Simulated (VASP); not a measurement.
# Fe2O3 (Hematite) (R-3c) in VASP: notebook

The runs below take Fe2O3 (Hematite) through single point, with PBE.

Program: VASP 6.6.1. These are calculated values, not measurements. Logs are shortened: lines on timing, memory, paths and dates and some standing lists are left out, and cuts for length are marked.

### Step 1. The crystal as given

The structure is trigonal, space group R-3c (No. 167). The conventional cell has a = 4.773 Å, b = 4.773 Å, c = 13.304 Å, α = 90.00°, β = 90.00°, γ = 120.00°. Around Fe (site symmetry 3) lie 6 O at 1.89 to 1.96 Å. O (site symmetry 2) has 4 Fe at 1.89 to 1.96 Å as nearest neighbours.

### Step 2. Single point, PBE, collinear spin, typed start

Contents of INCAR:

```
  PREC = Accurate
  ENCUT = 520
  EDIFF = 1E-6
  ISMEAR = 0
  SIGMA = 0.05
  LREAL = F
  LASPH = T
  NELM = 150
  ALGO = Normal
  ISIF = 2
  LWAVE = F
  LCHARG = F
  ISPIN = 2
  MAGMOM = 5 5 5 5 0 0 0 0 0 0
  LORBIT = 11
  LMAXMIX = 4
  GGA = PE
  NBANDS = 49
```

Contents of KPOINTS:

```
regular mesh
0
Gamma
  6 6 6
```

Contents of POSCAR:

```
Fe2O3
1.0
    2.3865028656      1.3778480719      4.4345385187
   -2.3865028656      1.3778480719      4.4345385187
    0.0000000000     -2.7556961438      4.4345385187
Fe O
4 6
Direct
    0.3454541917      0.3454541917      0.3454541917
    0.1545458083      0.1545458083      0.1545458083
    0.6545458083      0.6545458083      0.6545458083
    0.8454541917      0.8454541917      0.8454541917
    0.5632180984      0.9367819016      0.2500000000
    0.2500000000      0.5632180984      0.9367819016
    0.9367819016      0.2500000000      0.5632180984
    0.4367819016      0.0632180984      0.7500000000
    0.7500000000      0.4367819016      0.0632180984
    0.0632180984      0.7500000000      0.4367819016
```

Potentials or basis: VASP PAW PBE potentials, release 64 (Fe, O).

The run is started by

```console
$ cat potpaw_PBE.64/Fe/POTCAR potpaw_PBE.64/O/POTCAR > POTCAR
$ mpirun -np 1 vasp_std > vasp.out
```

OUTCAR:

```text
PREC = Accurate
   ENCUT = 520
   EDIFF = 1E-6
   ISMEAR = 0
   LREAL = F
   LASPH = T
   NELM = 150
   ISIF = 2
   ISPIN = 2
   LORBIT = 11
   GGA = PE

 ion  position               nearest neighbor table
   1  0.345  0.345  0.345-  10 1.89   8 1.89   9 1.89   5 1.96   7 1.96   6 1.96   2 2.54   3 2.77
                             3 2.77   3 2.77
   2  0.155  0.155  0.155-   9 1.89   8 1.89  10 1.89   5 1.96   7 1.96   6 1.96   1 2.54   4 2.77
                             4 2.77   4 2.77
   3  0.655  0.655  0.655-   7 1.89   5 1.89   6 1.89   8 1.96   9 1.96  10 1.96   4 2.54   1 2.77
                             1 2.77   1 2.77
   4  0.845  0.845  0.845-   6 1.89   5 1.89   7 1.89   8 1.96   9 1.96  10 1.96   3 2.54   2 2.77
                             2 2.77   2 2.77
   5  0.563  0.937  0.250-   3 1.89   4 1.89   1 1.96   2 1.96
   6  0.250  0.563  0.937-   4 1.89   3 1.89   1 1.96   2 1.96
   7  0.937  0.250  0.563-   3 1.89   4 1.89   1 1.96   2 1.96
   8  0.437  0.063  0.750-   1 1.89   2 1.89   3 1.96   4 1.96
   9  0.750  0.437  0.063-   2 1.89   1 1.89   3 1.96   4 1.96
  10  0.063  0.750  0.437-   1 1.89   2 1.89   3 1.96   4 1.96

  LATTYP: Found a trigonal (rhomboedric) cell.
 ALAT       =     5.2210145672
 COS(alpha) =     0.5821271971

  Lattice vectors:

 A1 = (   2.3865028656,   1.3778480719,   4.4345385187)
 A2 = (  -2.3865028656,   1.3778480719,   4.4345385187)
 A3 = (   0.0000000000,  -2.7556961438,   4.4345385187)

Analysis of symmetry for initial positions (statically):
=====================================================================
 Subroutine PRICEL returns:
 Original cell was already a primitive cell.

 Routine SETGRP: Setting up the symmetry group for a
 trigonal (rhombohedral) supercell.

 Subroutine GETGRP returns: Found 12 space group operations
 (whereof  6 operations were pure point group operations)
 out of a pool of 12 trial point group operations.

The static configuration has the point symmetry S_6 .
 The point group associated with its full space group is D_3d.

Analysis of symmetry for dynamics (positions and initial velocities):
=====================================================================
 Subroutine PRICEL returns:
 Original cell was already a primitive cell.

 Routine SETGRP: Setting up the symmetry group for a
 trigonal (rhombohedral) supercell.

 Subroutine GETGRP returns: Found 12 space group operations
 (whereof  6 operations were pure point group operations)
 out of a pool of 12 trial point group operations.

The dynamic configuration has the point symmetry S_6 .
 The point group associated with its full space group is D_3d.

[... 184 lines left out ...]
 fundamental gap:      0.0041142267
 Fermi energy:         5.5888074927

 spin component 1

 k-point     1 :       0.0000    0.0000    0.0000
  band No.  band energies     occupation
      1     -15.5685      1.00000
      2     -13.6825      1.00000
      3     -13.6551      1.00000
      4     -13.6551      1.00000
      5     -13.5085      1.00000
      6     -13.5085      1.00000
[... 1165 lines left out ...]
     45      14.9304      0.00000
     46      15.2404      0.00000

 [... further k-points ...]

 spin component 2

 k-point     1 :       0.0000    0.0000    0.0000
  band No.  band energies     occupation
      1     -15.5051      1.00000
      2     -13.6231      1.00000
      3     -13.5908      1.00000
      4     -13.5908      1.00000
      5     -13.4470      1.00000
      6     -13.4470      1.00000
[... 1165 lines left out ...]
     45      15.0600      0.00000
     46      15.3705      0.00000

 [... further k-points ...]

 [bands above 46 left out]

------------------------ aborting loop because EDIFF is reached ----------------------------------------

  FORCE on cell =-STRESS in cart. coord.  units (eV):
  Direction    XX          YY          ZZ          XY          YZ          ZX
  --------------------------------------------------------------------------------------
  -------------------------------------------------------------------------------------
  Total        0.8947474      0.8947474      0.8710263      0.0000000      0.0000000      0.0000000
  in kB       16.3850605     16.3850605     15.9506678      0.0000000      0.0000000      0.0000000
  external PRESSURE =      16.2402629 kB  Pullay stress =       0.0000000 kB

 VOLUME and BASIS-vectors are now :
 -----------------------------------------------------------------------------
  energy-cutoff  :      520.00
  volume of cell :       87.49
      direct lattice vectors                 reciprocal lattice vectors
     2.386502866  1.377848072  4.434538519     0.209511586  0.120961570  0.075167536
    -2.386502866  1.377848072  4.434538519    -0.209511586  0.120961570  0.075167536
     0.000000000 -2.755696144  4.434538519     0.000000000 -0.241923141  0.075167536

 POSITION                                       TOTAL-FORCE (eV/Angst)
 -----------------------------------------------------------------------------------
      0.00000      0.00000      4.59579        -0.000000     -0.000000      0.042300
      0.00000      0.00000      2.05602        -0.000000     -0.000000     -0.042300
      0.00000      0.00000      8.70783        -0.000000     -0.000000     -0.042300
      0.00000      0.00000     11.24760        -0.000000     -0.000000      0.042300
     -0.89151      1.37785      7.76044         0.022380     -0.000000     -0.000000
     -0.74750     -1.46100      7.76044        -0.011190      0.019382     -0.000000
      1.63901      0.08315      7.76044        -0.011190     -0.019382     -0.000000
      0.89151     -1.37785      5.54317        -0.022380     -0.000000      0.000000
      0.74750      1.46100      5.54317         0.011190     -0.019382     -0.000000
     -1.63901     -0.08315      5.54317         0.011190      0.019382     -0.000000
 -----------------------------------------------------------------------------------
    total drift:                                0.000000     -0.000000      0.000000

  FREE ENERGIE OF THE ION-ELECTRON SYSTEM (eV)
  ---------------------------------------------------
  free  energy   TOTEN  =       -74.6209632144 eV

  energy  without entropy=      -74.6065420728  energy(sigma->0) =      -74.61375264

 total charge

# of ion       s       p       d       tot
------------------------------------------
    1        0.409   0.654   6.305   7.369
    2        0.409   0.654   6.305   7.369
    3        0.409   0.654   6.305   7.369
    4        0.409   0.654   6.305   7.369
    5        1.561   3.452   0.000   5.014
    6        1.561   3.452   0.000   5.014
    7        1.561   3.452   0.000   5.014
    8        1.561   3.452   0.000   5.014
    9        1.561   3.452   0.000   5.014
   10        1.561   3.452   0.000   5.014
--------------------------------------------------
tot         11.007  23.329  25.222  59.557

 magnetization (x)

# of ion       s       p       d       tot
------------------------------------------
    1        0.007   0.010   0.927   0.943
    2        0.007   0.010   0.927   0.943
    3        0.007   0.010   0.927   0.943
    4        0.007   0.010   0.927   0.943
    5        0.000   0.028   0.000   0.028
    6        0.000   0.028   0.000   0.028
    7        0.000   0.028   0.000   0.028
    8        0.000   0.028   0.000   0.028
    9        0.000   0.028   0.000   0.028
   10        0.000   0.028   0.000   0.028
--------------------------------------------------
tot          0.028   0.207   3.707   3.941
```

stdout:

```text
POSCAR found type information on POSCAR FeO
 POSCAR found :  2 types and      10 ions
 scaLAPACK will be used
 LDA part: xc-table for (Slater+PW92), standard interpolation
 POSCAR, INCAR and KPOINTS ok, starting setup
 FFT: planning ... GRIDC
 FFT: planning ... GRID_SOFT
 FFT: planning ... GRID
 WAVECAR not read
 entering main loop
```

Run time: 3.5 min. Hardware: 1 thread of Intel Xeon 6975P-C (Granite Rapids), shared host; peak memory 0.4 GiB.

Results:

| Quantity | Value |
| --- | --- |
| Free energy | -74.6210 eV |
| Pressure | 1.6 GPa |
| Largest force | 0.042 eV/Å |
| Band gap on the k mesh | none (metal or under the smearing width) |
| Net moment | 4.00 μB per cell |
| Site moments | Fe +0.94; O +0.03 μB |
| Valence electrons inside the program's atomic spheres | Fe 7.37; O 5.01 |

Forces on the atoms (eV/Å):
```
Fe   0.000  0.000  0.042
Fe   0.000  0.000 -0.042
Fe   0.000  0.000 -0.042
Fe   0.000  0.000  0.042
O    0.022  0.000  0.000
O   -0.011  0.019  0.000
O   -0.011 -0.019  0.000
O   -0.022  0.000  0.000
O    0.011 -0.019  0.000
O    0.011  0.019  0.000
```

Levels at points of the mesh, in eV from the Fermi level:
Spin up:
```
           k point  band 34  band 35  band 36  band 37  band 38  band 39
(0.00, 0.00, 0.00)    -0.61    -0.55    -0.55     0.44     0.44     0.61
(0.50, 0.00, 0.00)    -0.96    -0.84    -0.84     1.00     1.00     1.21
(0.50, 0.50, 0.00)    -0.83    -0.73    -0.73     0.32     0.47     0.68
(0.50, 0.50, 0.50)    -0.84    -0.84    -0.84     1.06     1.06     1.06
```
Spin down:
```tsv
k point	band 29	band 30	band 31	band 32	band 33	band 34	band 35	band 36
(0.00, 0.00, 0.00)	-0.76	-0.66	-0.66	-0.30	0.30	0.30	0.46	0.90
(0.50, 0.00, 0.00)	-0.34	-0.34	-0.10	-0.10	-0.02	-0.02	0.45	0.45
(0.50, 0.50, 0.00)	-0.49	-0.35	-0.26	-0.06	0.07	0.32	0.40	0.57
(0.50, 0.50, 0.50)	-0.07	-0.07	-0.04	-0.04	-0.04	-0.04	0.05	0.05
```

Caveat: the moment fell far below its start of 5 μB, so a state of higher moment may lie lower in energy; semilocal functionals often make such compounds metallic where correlation or magnetic order opens a gap, which also shifts bond lengths.

### Step 3. Single point, PBE, collinear spin, typed start

This run uses another cell than the first one, of 8.92 Å³/atom, 1.020 times its volume.

Contents of INCAR:

```
PREC = Accurate ; ENCUT = 520
EDIFF = 1E-6 ; ISMEAR = 0
SIGMA = 0.05 ; LREAL = F
LASPH = T ; NELM = 150
ALGO = Fast ; ISIF = 2
LWAVE = F ; LCHARG = T
ISPIN = 2 ; MAGMOM = 0.95 0.95 0.95 0.95 0 0 0 0 0 0
LORBIT = 11 ; LMAXMIX = 4
GGA = PE ; LELF = T
LVHAR = T ; NBANDS = 49
```

KPOINTS is that of step 2.

Contents of POSCAR:

```
Fe2O3
1.0
    2.4024993815      1.3870836647      4.4631959532
   -2.4024993815      1.3870836647      4.4631959532
    0.0000000000     -2.7741673293      4.4631959532
Fe O
4 6
Direct
    0.3453960054      0.3453960054      0.3453960054
    0.1546039946      0.1546039946      0.1546039946
    0.6546039946      0.6546039946      0.6546039946
    0.8453960054      0.8453960054      0.8453960054
    0.5624619667      0.9375380333      0.2500000000
    0.2500000000      0.5624619667      0.9375380333
    0.9375380333      0.2500000000      0.5624619667
    0.4375380333      0.0624619667      0.7500000000
    0.7500000000      0.4375380333      0.0624619667
    0.0624619667      0.7500000000      0.4375380333
```

Potentials or basis: VASP PAW PBE potentials, release 64 (Fe, O).

The run is started by

```console
$ cat potpaw_PBE.64/Fe/POTCAR potpaw_PBE.64/O/POTCAR > POTCAR
$ mpirun -np 1 vasp_std > vasp.out
```

Wall time 3 min (1 thread of Intel Xeon 6975P-C (Granite Rapids), shared host); peak memory 0.4 GiB.

Results (log left out):

| Quantity | Value |
| --- | --- |
| Free energy | -74.6128 eV |
| Pressure | -3.4 GPa |
| Largest force | 0.046 eV/Å |
| Band gap on the k mesh | none (metal or under the smearing width) |
| Net moment | 4.00 μB per cell |
| Site moments | Fe +0.95; O +0.03 μB |
| Valence electrons inside the program's atomic spheres | Fe 7.31; O 5.00 |

Forces in eV/Å, atoms in the order of the input:
```
Fe   0.000  0.000  0.046
Fe   0.000  0.000 -0.046
Fe   0.000  0.000 -0.046
Fe   0.000  0.000  0.046
O    0.022  0.000  0.000
O   -0.011  0.019  0.000
O   -0.011 -0.019  0.000
O   -0.022  0.000  0.000
O    0.011 -0.019  0.000
O    0.011  0.019  0.000
```

Stress tensor (GPa, compression positive):
```
-3.39  0.00  0.00
 0.00 -3.39  0.00
 0.00  0.00 -3.54
```

Levels at points of the mesh, in eV from the Fermi level:
Spin up:
| k point | band 32 | band 33 | band 34 | band 35 | band 36 | band 37 | band 38 | band 39 | band 40 | band 41 |
| --- | --- | --- | --- | --- | --- | --- | --- | --- | --- | --- |
| (0.00, 0.00, 0.00) | -1.44 | -1.06 | -0.65 | -0.57 | -0.57 | 0.40 | 0.40 | 0.58 | 0.58 | 2.18 |
| (0.50, 0.00, 0.00) | -1.01 | -0.96 | -0.96 | -0.84 | -0.84 | 0.96 | 0.96 | 1.14 | 1.14 | 1.34 |
| (0.50, 0.50, 0.00) | -1.07 | -0.94 | -0.85 | -0.76 | -0.75 | 0.27 | 0.43 | 0.62 | 1.02 | 1.41 |
| (0.50, 0.50, 0.50) | -1.39 | -0.84 | -0.84 | -0.84 | -0.84 | 1.01 | 1.01 | 1.01 | 1.01 | 1.61 |
Spin down:
```csv
k point,band 29,band 30,band 31,band 32,band 33,band 34,band 35,band 36
"(0.00, 0.00, 0.00)",-0.74,-0.63,-0.63,-0.28,0.28,0.28,0.45,0.88
"(0.50, 0.00, 0.00)",-0.34,-0.34,-0.10,-0.10,-0.02,-0.02,0.44,0.44
"(0.50, 0.50, 0.00)",-0.49,-0.34,-0.26,-0.05,0.08,0.31,0.39,0.56
"(0.50, 0.50, 0.50)",-0.06,-0.06,-0.04,-0.04,-0.04,-0.04,0.06,0.06
```

Caveat: semilocal functionals often make such compounds metallic where correlation or magnetic order opens a gap, which also shifts bond lengths. With open d or f shells a metallic result of PBE can be an artefact of self-interaction; +U or a hybrid may open a gap.
